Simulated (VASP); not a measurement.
LaMg6Cr: single point with PBE

The system is LaMg6Cr.

```
La Cr Mg
1.0
     5.21935    0.00000    0.00000
     0.00000    3.23981    5.77672
     0.00000   -3.23981    5.77672
La Cr Mg
1 1 6
Cartesian
  2.5769 -0.0028 1.9391
  2.6629 -0.0260 7.6543
  0.0003 -0.0353 9.6241
  0.0603 0.0084 3.8802
  -0.0241 -1.5335 6.7482
  -0.0043 1.5460 6.7306
  2.6078 -1.5854 4.8229
  2.6521 1.5775 4.8394
```

The cell comes from a database or a generator and needn't be the stable form of this composition.

The cell isn't the ideal one: atoms moved at random, drawn with an rms of 0.05 Å.

```yaml
Program: VASP 6.6.1
Task: single point
Functional: PBE
Potentials_or_basis: VASP PAW PBE potentials, release 64 (La, Cr_pv, Mg)
Cutoff: 520 eV
k_mesh: 5 × 5 × 5
Occupations: fermi-dirac, width 0.05 eV
Spin: collinear spin, ferromagnetic start
Starting_moments: "[0.0, 3.0, 0.0, 0.0, 0.0, 0.0, 0.0, 0.0] μB"
Further_INCAR_settings: ALGO = Normal; EDIFF = 1e-07; NBANDS = 32
```

The pressure is 0.0 GPa. The largest force is 0.347 eV/Å. The band gap on the k mesh is none (metal or under the smearing width) and the net moment is 4.19 μB per cell. The site moments are La -0.02; Cr +3.74; Mg -0.01, +0.01 μB. The valence electrons inside the program's atomic spheres are La 8.63; Cr 10.46; Mg 0.31, 0.36, 0.35.

Forces in eV/Å, atoms in the order of the input:
```
La   0.331  0.005 -0.102
Cr  -0.144  0.063 -0.004
Mg   0.061  0.087 -0.190
Mg  -0.266 -0.056  0.188
Mg   0.041  0.117 -0.069
Mg   0.004 -0.169  0.003
Mg   0.037  0.010  0.113
Mg  -0.064 -0.056  0.061
```

Stress tensor (GPa, compression positive):
```
-0.07  0.04 -0.24
 0.04 -0.16  0.02
-0.24  0.02  0.08
```

Levels at points of the mesh, in eV from the Fermi level:
Spin up:
| k point | band 17 | band 18 | band 19 | band 20 | band 21 | band 22 | band 23 | band 24 |
| --- | --- | --- | --- | --- | --- | --- | --- | --- |
| (0.00, 0.00, 0.00) | -0.97 | -0.88 | -0.84 | -0.67 | 0.30 | 0.54 | 1.46 | 1.79 |
Spin down:
```
           k point  band 12  band 13  band 14  band 15  band 16  band 17  band 18  band 19
(0.00, 0.00, 0.00)    -1.77    -1.09    -0.80    -0.77    -0.32    -0.11     0.34     1.01
```

It took 17 min on 1 thread of Intel(R) Xeon(R) 6975P-C (Granite Rapids), on a shared host, peak memory 0.84 GiB.

The run has no spin-orbit coupling, so splittings on La are missing.
